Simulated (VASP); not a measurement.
Input:

```
CELL_PARAMETERS angstrom
      3.94282     0.00000     0.00000
      0.00000     3.94282     0.00000
      0.00000     0.00000     3.94282
ATOMIC_POSITIONS crystal
  Sr 0.00000 0.00000 0.00000
  Ti 0.50000 0.50000 0.50000
  O  0.50000 0.00000 0.50000
  O  0.00000 0.50000 0.50000
  O  0.50000 0.50000 0.00000
```

Method: vdW-DF-cx, VASP's PBE PAW potentials (set 64) (plane waves; VASP). Settings: 520 eV cut-off, 6×6×6 Γ-centred mesh, Gaussian smearing of 0.050 eV, potentials Sr_sv Ti_sv O.

### Question
Give the stress tensor in GPa (positive for a compressed cell).

### Answer

```
-5.09   0.00   0.00
 0.00  -5.09   0.00
 0.00   0.00  -5.09
```
The pressure is its mean diagonal, -5.09 GPa.

The compound is SrTiO3 in the cubic perovskite structure, the ideal cubic form; the compound distorts at low or room temperature. This cell is one point of a volume scan, at 1.03 of the reference volume.
